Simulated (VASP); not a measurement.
# GaP: Born charges and dielectric tensor with RPBE

**Measured values to compare with.**

“Stacking defects in GaP nanowires: Electronic structure and optical properties”, 2018, arxiv:1810.01194 quotes, for a bulk crystal of GaP at 10 K: band gap 2.34 eV (indirect).

GaP:

```xyz
2
Lattice="0.0000 2.7766 2.7766 2.7766 0.0000 2.7766 2.7766 2.7766 0.0000" Properties=species:S:1:pos:R:3 pbc="T T T"
Ga    0.0000    0.0000    0.0000
P     4.1649    4.1649    4.1649
```

The cell is a database's computed one.

- Program: VASP 6.6.1
- Task: Born charges and dielectric tensor
- Functional: RPBE
- Potentials or basis: VASP PAW PBE potentials, release 64 (Ga_d, P)
- Cutoff: 600 eV
- k mesh: 8 × 8 × 8
- Occupations: gaussian, width 0.02 eV
- Spin: no spin polarisation
- Further INCAR settings: ALGO = Fast; EDIFF = 1e-08; IBRION = 8; NSW = 1

The band gap on the k mesh is 1.50 eV, direct, the electronic dielectric tensor (diagonal) is 11.53 and the born charges (mean of the diagonal) is Ga +2.33; P -2.33 e. The highest phonon frequency at Γ, LO-TO splitting left out is 335 cm⁻¹.

Levels at points of the mesh, in eV from the valence-band top:
```csv
k point,band 7,band 8,band 9,band 10,band 11,band 12
"(0.00, 0.00, 0.00)",0.00,0.00,0.00,1.50,3.93,3.93
"(0.50, 0.00, 0.00)",-6.27,-1.03,-1.03,1.60,4.76,4.76
"(0.50, 0.50, 0.00)",-6.45,-2.48,-2.48,1.88,1.95,10.23
```

Phonon frequencies in cm⁻¹ (negative: imaginary):
```csv
q point,frequencies
"(0.000, 0.000, 0.000)",0 0 0 335 335 335
```

Electronic dielectric tensor:
```
11.53  0.00  0.00
 0.00 11.53  0.00
 0.00  0.00 11.53
```

Born effective charge tensors (e):
atom 1, Ga
```
2.33 0.00 0.00
0.00 2.33 0.00
0.00 0.00 2.33
```
atom 2, P
```
-2.33  0.00  0.00
 0.00 -2.33  0.00
 0.00  0.00 -2.33
```

Run time: 6 min on 1 thread of Intel(R) Xeon(R) Platinum 8488C (Sapphire Rapids), with other jobs on the host, peak memory 0.32 GiB.

A measured gap of GaP is 2.34 eV (indirect; 10 K; quoted in “Stacking defects in GaP nanowires: Electronic structure and optical properties”, 2018, arxiv:1810.01194); the calculated 1.50 eV misses it by -0.84 eV. Spin-orbit coupling on Ga is left out. The value is that of RPBE on a finite k mesh, which can miss the band edges, without temperature or zero-point motion. Semilocal functionals fall short of measured gaps as a rule. The cell is a database's relaxed one, not the measured one, which moves gaps too.
